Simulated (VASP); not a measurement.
Input:

```yaml
crystal:
  lattice:
    - [6.15619, 0.00000, 0.00000]
    - [-3.07810, 5.33142, 0.00000]
    - [0.00000, 0.00000, 5.63891]
  atoms:
    - { symbol: Mo, position: [0.00000, 0.00000, 0.50000] }
    - { symbol: Cl, position: [0.30444, 0.30444, 0.26484] }
    - { symbol: Cl, position: [0.69556, 0.69556, 0.73516] }
    - { symbol: Cl, position: [0.69556, 0.00000, 0.26484] }
    - { symbol: Cl, position: [0.30444, 0.00000, 0.73516] }
    - { symbol: Cl, position: [0.00000, 0.69556, 0.26484] }
    - { symbol: Cl, position: [0.00000, 0.30444, 0.73516] }
```

Calculation: r2SCAN meta-GGA, VASP's PBE PAW potentials (set 64) (plane waves; VASP). Numerical set-up: 400 eV cut-off, 5×5×5 Γ-centred mesh, tetrahedra with Blöchl corrections, potentials Mo_sv Cl.

### Question
Estimate the energy per atom (σ→0), band gap (over mesh and band path) with the smallest direct gap where there is one.

### Answer

```yaml
band gap (over mesh and band path): 1.20 eV
smallest direct gap (over mesh and band path): 1.32 eV
energy per atom (σ→0): -9.838 eV/atom
```

The absolute energy has meaning only against runs of the same code, potentials and settings.

The structure comes from a computed database's MoCl6 entry (P-31m); how it stands against other phases isn't given here. It was relaxed first.
